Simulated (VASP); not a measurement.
VASP ran on this input.

**POSCAR**
```
SnSe2
13.1092110
  0.2908232235   0.0000000000   0.0000000000
 -0.1454115736   0.2518603141   0.0000000000
  0.0000000000   0.0000000000   1.0000000000
Sn Se
1 2
direct
  0.0221390000   0.0205270000   0.5029190000
  0.3256210000   0.6468950000   0.6185890000
  0.6522400000   0.3325780000   0.3814110000
```

INCAR:
```
SYSTEM = SnSe2
PREC = Accurate
ENCUT = 300
EDIFF = 1E-6
NELM = 100
ALGO = Normal
LREAL = .FALSE.
LASPH = .TRUE.
ISMEAR = 0
SIGMA = 0.272
GGA = PS
LMAXMIX = 4
LWAVE = .FALSE.
LCHARG = .FALSE.
ISIF = 2
```

### KPOINTS
```
Automatic mesh
0
Gamma
5 5 1
0 0 0
```

POTCAR, in this order: Sn_d Se (PBE.64 set). Program: vasp_std.

**Question.** Write an equivalent input for Quantum ESPRESSO's pw.x.

**Answer.** One equivalent input (not run):
```
&CONTROL
  calculation = 'scf'
  pseudo_dir = './pseudo'
  outdir = './out'
  tprnfor = .true.
  tstress = .true.
/
&SYSTEM
  ibrav = 0
  nat = 3
  ntyp = 2
  ecutwfc = 86
  occupations = 'smearing'
  smearing = 'gaussian'
  degauss = 0.01999
  input_dft = 'pbesol'
/
&ELECTRONS
  conv_thr = 7.3e-08
  electron_maxstep = 100
/
ATOMIC_SPECIES
  Sn 118.710 Sn.upf
  Se 78.971 Se.upf
CELL_PARAMETERS angstrom
     3.8124630    0.0000000    0.0000000
    -1.9062310    3.3016900    0.0000000
     0.0000000    0.0000000   13.1092110
ATOMIC_POSITIONS crystal
  Sn   0.0221390  0.0205270  0.5029190
  Se   0.3256210  0.6468950  0.6185890
  Se   0.6522400  0.3325780  0.3814110
K_POINTS automatic
  5 5 1 0 0 0
```
What does not carry over: the potentials are each code's own (VASP's PAW set, PseudoDojo norm-conserving files in pw.x), so ENCUT and ecutwfc are chosen apart and not converted; conv_thr bounds pw.x's estimated SCF error, while EDIFF bounds the energy change between steps.

The cell is a sheet with vacuum, built from a generated structure.
